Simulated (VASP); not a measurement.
# Na3AlO3 (P-1) in VASP: single point with PBEsol

Aim: the single point of Na3AlO3 with PBEsol.

Program: VASP 6.6.1. These are calculated values, not measurements. Logs are shortened: lines on timing, memory, paths and dates and some standing lists are left out, and cuts for length are marked.

## Step 1: The crystal as given

The typed cell holds 14 atoms: a = 5.591 Å, b = 5.839 Å, c = 6.614 Å, α = 78.65°, β = 87.28°, γ = 68.06°.

The cell was built by a generator and needn't be a form met in nature.

## Step 2: Single point, PBEsol

Contents of INCAR:

```
SYSTEM = Na3AlO3
PREC = Accurate
ENCUT = 520
EDIFF = 1E-6
ISMEAR = 0
SIGMA = 0.03
LREAL = .FALSE.
LASPH = .TRUE.
NELM = 80
ALGO = Fast
ISIF = 2
LWAVE = .FALSE.
LCHARG = .TRUE.
GGA = PS
LVHAR = .TRUE.
NBANDS = 55
KPAR = 8
```

Contents of KPOINTS:

```
regular mesh
0
G
  6 6 4
  0 0 0
```

Contents of POSCAR:

```
Na3AlO3
1.0
    5.5907480000      0.0000000000      0.0000000000
    2.1818670000      5.4163760000      0.0000000000
    0.3141150000      1.2768200000      6.4819460000
Na Al O
6 2 6
Direct
    0.0103380000      0.7357280000      0.5533640000
    0.9896620000      0.2642720000      0.4466360000
    0.0276270000      0.2575920000      0.9104570000
    0.9723730000      0.7424080000      0.0895430000
    0.5055020000      0.7929850000      0.3549450000
    0.4944980000      0.2070150000      0.6450550000
    0.5113200000      0.3569330000      0.1783800000
    0.4886800000      0.6430670000      0.8216200000
    0.2699460000      0.4709270000      0.3527050000
    0.7601270000      0.0685920000      0.2809440000
    0.6456450000      0.5981360000      0.0706750000
    0.2398730000      0.9314080000      0.7190560000
    0.7300540000      0.5290730000      0.6472950000
    0.3543550000      0.4018640000      0.9293250000
```

Potentials or basis: VASP PAW PBE potentials, release 64 (Na_pv, Al, O).

The run is started by

```console
$ cat potpaw_PBE.64/Na_pv/POTCAR potpaw_PBE.64/Al/POTCAR potpaw_PBE.64/O/POTCAR > POTCAR
$ mpirun -np 8 vasp_std > vasp.out
```

OUTCAR:

```text
SYSTEM = Na3AlO3
   PREC = Accurate
   ENCUT = 520
   EDIFF = 1E-6
   ISMEAR = 0
   LREAL = .FALSE.
   LASPH = .TRUE.
   NELM = 80
   ISIF = 2
   GGA = PS

 ion  position               nearest neighbor table
   1  0.010  0.736  0.553-   9 2.28  13 2.31
   2  0.990  0.264  0.447-  13 2.28   9 2.31
   3  0.028  0.258  0.910-  14 2.30  13 2.35   8 3.01
   4  0.972  0.742  0.090-  11 2.30   9 2.35   7 3.01
   5  0.506  0.793  0.355-  13 2.30  11 2.34   7 2.99   8 3.05
   6  0.494  0.207  0.645-   9 2.30  14 2.34   8 2.99   7 3.05
   7  0.511  0.357  0.178-   9 1.75  10 1.77  14 1.83  11 1.84   8 2.59   5 2.99   4 3.01   6 3.05

   8  0.489  0.643  0.822-  13 1.75  12 1.77  11 1.83  14 1.84   7 2.59   6 2.99   3 3.01   5 3.05

   9  0.270  0.471  0.353-   7 1.75   1 2.28   6 2.30   2 2.31   4 2.35
  10  0.760  0.069  0.281-   7 1.77
  11  0.646  0.598  0.071-   8 1.83   7 1.84   4 2.30   5 2.34
  12  0.240  0.931  0.719-   8 1.77
  13  0.730  0.529  0.647-   8 1.75   2 2.28   5 2.30   1 2.31   3 2.35
  14  0.354  0.402  0.929-   7 1.83   8 1.84   3 2.30   6 2.34

  LATTYP: Found a triclinic cell.
 ALAT       =     5.8393212430
 B/A-ratio  =     1.9949775788
 C/A-ratio  =     2.8341579869
 COS(alpha) =     0.0044885072
 COS(beta)  =     0.6839459983
 COS(gamma) =     0.7114535543

  Lattice vectors:

 A1 = (  -2.1818670000,  -5.4163760000,   0.0000000000)
 A2 = (   1.5411290000,  -9.5559320000,   6.4819460000)
 A3 = ( -13.6774780000,  -6.6931960000,  -6.4819460000)

Analysis of symmetry for initial positions (statically):
=====================================================================
 Subroutine PRICEL returns:
 Original cell was already a primitive cell.

 Routine SETGRP: Setting up the symmetry group for a
 triclinic supercell.

 Subroutine GETGRP returns: Found  2 space group operations
 (whereof  2 operations were pure point group operations)
 out of a pool of  2 trial point group operations.

The static configuration has the point symmetry S_2 .

Analysis of symmetry for dynamics (positions and initial velocities):
=====================================================================
 Subroutine PRICEL returns:
 Original cell was already a primitive cell.

 Routine SETGRP: Setting up the symmetry group for a
 triclinic supercell.

 Subroutine GETGRP returns: Found  2 space group operations
 (whereof  2 operations were pure point group operations)
 out of a pool of  2 trial point group operations.

The dynamic configuration has the point symmetry S_2 .

[... 140 lines left out ...]
   IMIX   =      4    mixing-type and parameters
     AMIX     =   0.40;   BMIX     =  1.00
     AMIX_MAG =   1.60;   BMIX_MAG =  1.00
  volume/ion in A,a.u.               =      14.02        94.61
  Fermi-wavevector in a.u.,A,eV,Ry     =   1.233691  2.331339 20.707993  1.521995
  Thomas-Fermi vector in A             =   2.368412
   LORBIT       =      0    0 simple, 1 ext, 2 COOP (PROOUT), +10 PAW based schemes
   GGA     = PS    functional components
   LHFCALC =     F    Hartree Fock is set to
   AEXX    =    0.0000 exact exchange contribution
   IVDW    =     0    specifies the selected vdW correction
   LEPSILON=     F    determine dielectric tensor
   LRPA    =     F    only Hartree local field effects (RPA)
 non-spin polarized calculation
 RMM-DIIS sequential band-by-band and
 Gauss-broadening in eV      SIGMA  =   0.03
  energy-cutoff  :      520.00
  volume of cell :      196.28
 maximum number of plane-waves:      5303
 NGX is ok and might be reduce to    42
   NGX = 21   NGY = 21   NGZ = 25

 number of electron      84.0000004 magnetization

 Free energy of the ion-electron system (eV)
  ---------------------------------------------------
  ext. energy  EPLUGINS =         0.00000000
  ---------------------------------------------------
  free energy    TOTEN  =       -76.04198607 eV

  energy without entropy =      -76.04198607  energy(sigma->0) =      -76.04198607

 E-fermi :   1.0486     XC(G=0):  -9.0271

 val. band max:        0.8583497979   @ k =   0.5000   0.5000  -0.0000
 cond. band min:       3.1528784094   @ k =   0.0000   0.0000   0.0000
 fundamental gap:      2.2945286116
 Fermi energy:         1.0485557543

 k-point     1 :       0.0000    0.0000    0.0000
  band No.  band energies     occupation
      1     -20.8537      2.00000
      2     -20.8533      2.00000
      3     -20.7990      2.00000
      4     -20.7874      2.00000
      5     -20.7676      2.00000
      6     -20.7546      2.00000
[... 1357 lines left out ...]
     53       9.9887      0.00000
     54      10.5369      0.00000

 [... further k-points ...]

 [bands above 54 left out]

------------------------ aborting loop because EDIFF is reached ----------------------------------------

  FORCE on cell =-STRESS in cart. coord.  units (eV):
  Direction    XX          YY          ZZ          XY          YZ          ZX
  --------------------------------------------------------------------------------------
  -------------------------------------------------------------------------------------
  Total       -2.2127494     -2.2167964     -2.3434450      0.0513091      0.0262879     -0.0865607
  in kB      -18.0617027    -18.0947365    -19.1285131      0.4188134      0.2145767     -0.7065573
  external PRESSURE =     -18.4283174 kB  Pullay stress =       0.0000000 kB

 VOLUME and BASIS-vectors are now :
 -----------------------------------------------------------------------------
  energy-cutoff  :      520.00
  volume of cell :      196.28
      direct lattice vectors                 reciprocal lattice vectors
     5.590748000  0.000000000  0.000000000     0.178866942 -0.072052583  0.005525098
     2.181867000  5.416376000  0.000000000     0.000000000  0.184625292 -0.036367669
     0.314115000  1.276820000  6.481946000     0.000000000  0.000000000  0.154274658

 POSITION                                       TOTAL-FORCE (eV/Angst)
 -----------------------------------------------------------------------------------
      1.83688      4.69153      3.58688        -0.001830     -0.021994     -0.021822
      6.24985      2.00167      2.89507         0.001830      0.021994      0.021822
      1.00248      2.55770      5.90153         0.011316      0.028909     -0.029656
      7.08425      4.13549      0.58041        -0.011316     -0.028909      0.029656
      4.66782      4.74831      2.30073         0.022703     -0.043528      0.015992
      3.41891      1.94489      4.18121        -0.022703      0.043528     -0.015992
      3.69347      2.16104      1.15625         0.016493      0.031622     -0.019546
      4.39326      4.53215      5.32570        -0.016493     -0.031622      0.019546
      2.64749      3.00106      2.28621         0.031811     -0.022411     -0.034382
      4.48759      0.73023      1.82106        -0.047410      0.066646     -0.008271
      4.93689      3.32997      0.45811        -0.097538     -0.074845     -0.028071
      3.59914      5.96296      4.66088         0.047410     -0.066646      0.008271
      5.43924      3.69214      4.19573        -0.031811      0.022411      0.034382
      3.14984      3.36323      6.02383         0.097538      0.074845      0.028071
 -----------------------------------------------------------------------------------
    total drift:                                0.000000      0.000000      0.000000

  FREE ENERGIE OF THE ION-ELECTRON SYSTEM (eV)
  ---------------------------------------------------
  free  energy   TOTEN  =       -76.0419860749 eV

  energy  without entropy=      -76.0419860749  energy(sigma->0) =      -76.04198607
```

stdout:

```text
POSCAR found type information on POSCAR NaAlO
 POSCAR found :  3 types and      14 ions
 scaLAPACK will be used
 -----------------------------------------------------------------------------
|                                                                             |
|           W    W    AA    RRRRR   N    N  II  N    N   GGGG   !!!           |
[... 21 lines left out ...]
|                                                                             |
 -----------------------------------------------------------------------------

 LDA part: xc-table for (Slater+PW92), standard interpolation
 POSCAR, INCAR and KPOINTS ok, starting setup
 FFT: planning ... GRIDC
 FFT: planning ... GRID_SOFT
 FFT: planning ... GRID
 WAVECAR not read
 entering main loop
```

Run time: 3.1 min. Hardware: 8 MPI ranks of Intel Xeon Platinum 8488C (Sapphire Rapids), shared host; peak memory 0.7 GiB.

What came out:

```
Free energy            : -76.0420 eV
Pressure               : -1.8 GPa
Largest force          : 0.126 eV/Å
Band gap on the k mesh : 2.29 eV, indirect (least direct gap 2.45 eV)
```

Forces on the atoms (eV/Å):
```
Na  -0.002 -0.022 -0.022
Na   0.002  0.022  0.022
Na   0.011  0.029 -0.030
Na  -0.011 -0.029  0.030
Na   0.023 -0.044  0.016
Na  -0.023  0.044 -0.016
Al   0.016  0.032 -0.020
Al  -0.016 -0.032  0.020
O    0.032 -0.022 -0.034
O   -0.047  0.067 -0.008
O   -0.098 -0.075 -0.028
O    0.047 -0.067  0.008
O   -0.032  0.022  0.034
O    0.098  0.075  0.028
```

Levels at points of the mesh, in eV from the valence-band top:
```
           k point  band 40  band 41  band 42  band 43  band 44  band 45
(0.00, 0.00, 0.00)    -0.32    -0.23    -0.16     2.29     4.86     6.61
(0.50, 0.00, 0.00)    -0.53    -0.24    -0.21     4.20     4.45     6.86
(0.00, 0.50, 0.00)    -0.48    -0.37    -0.19     4.02     4.78     5.52
(0.50, 0.50, 0.00)    -0.36    -0.35     0.00     4.46     4.90     6.19
(0.00, 0.00, 0.50)    -0.39    -0.13    -0.06     3.63     3.90     6.57
(0.50, 0.00, 0.50)    -0.50    -0.23    -0.15     4.94     4.97     5.63
(0.00, 0.50, 0.50)    -0.44    -0.40    -0.19     4.50     4.61     6.14
(0.50, 0.50, 0.50)    -0.24    -0.23    -0.14     4.97     5.14     5.63
```

Caveat: the PAW data sets were made with another functional, which shifts forces and pressure a little. As with any semilocal functional, this PBEsol gap is likely too small.
